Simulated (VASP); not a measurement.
The input files of a VASP run:

### POSCAR
```
VN
1
    0.0000000000     2.0700000000     2.0700000000
    2.0700000000     0.0000000000     2.0700000000
    2.0700000000     2.0700000000     0.0000000000
V N
1 1
Direct
  0.0000000000   0.0000000000   0.0000000000
  0.5000000000   0.5000000000   0.5000000000
```

### KPOINTS
```
Automatic
0
G
 14 14 14
```

**INCAR**
```
SYSTEM = VN
PREC = Accurate
ENCUT = 520
EDIFF = 1E-6
NELM = 100
ALGO = Normal
LREAL = .FALSE.
LASPH = .TRUE.
ISMEAR = 1
SIGMA = 0.1
GGA = MK
PARAM1 = 0.1234568
PARAM2 = 0.7114
ZAB_VDW = -1.8867
LUSE_VDW = .TRUE.
AGGAC = 0.0
LMAXMIX = 4
LWAVE = .FALSE.
LCHARG = .FALSE.
IBRION = 2
ISIF = 3
NSW = 60
EDIFFG = -0.01
```

POTCAR, in this order: V_sv N (PBE.64 set). Program: vasp_std.

Q: Write an equivalent input for Quantum ESPRESSO's pw.x.

A: One equivalent input (not run):
```
&CONTROL
  calculation = 'vc-relax'
  pseudo_dir = './pseudo'
  outdir = './out'
  tprnfor = .true.
  tstress = .true.
  nstep = 60
  forc_conv_thr = 0.00039
/
&SYSTEM
  ibrav = 0
  nat = 2
  ntyp = 2
  ecutwfc = 84
  occupations = 'smearing'
  smearing = 'methfessel-paxton'
  degauss = 0.00735
  input_dft = 'vdw-df2-b86r'
/
&ELECTRONS
  conv_thr = 7.3e-08
  electron_maxstep = 100
/
&IONS
/
&CELL
/
ATOMIC_SPECIES
  V 50.941 V.upf
  N 14.007 N.upf
CELL_PARAMETERS angstrom
     0.0000000    2.0700000    2.0700000
     2.0700000    0.0000000    2.0700000
     2.0700000    2.0700000    0.0000000
ATOMIC_POSITIONS crystal
  V    0.0000000  0.0000000  0.0000000
  N    0.5000000  0.5000000  0.5000000
K_POINTS automatic
  14 14 14 0 0 0
```
What does not carry over: the potentials are each code's own (VASP's PAW set, PseudoDojo norm-conserving files in pw.x), so ENCUT and ecutwfc are chosen apart and not converted; conv_thr bounds pw.x's estimated SCF error, while EDIFF bounds the energy change between steps; forc_conv_thr acts on force components and is met together with etot_conv_thr.

The compound is VN in the rock salt structure, which distorts at low temperature. This run relaxes it. Symmetry was kept, so distortions that lower it aren't found.
